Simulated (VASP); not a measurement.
Given:

```
CELL_PARAMETERS angstrom
      0.00000     2.76452     2.76452
      2.76452     0.00000     2.76452
      2.76452     2.76452     0.00000
ATOMIC_POSITIONS crystal
  Zn 0.00000 0.00000 0.00000
  Se 0.25000 0.25000 0.25000
```

Method: SCAN meta-GGA, VASP's PBE PAW potentials (set 64) (plane waves; VASP). Run with 520 eV cut-off, 8×8×8 Γ-centred mesh, Gaussian smearing of 0.050 eV, potentials Zn Se.

### Question
Give the stress tensor in GPa (positive for a compressed cell).

### Answer

```
5.05  0.00  0.00
0.00  5.05  0.00
0.00  0.00  5.05
```
The pressure is its mean diagonal, 5.05 GPa.

The compound is ZnSe in the zinc blende structure. This cell is one point of a volume scan, at 0.94 of the reference volume.
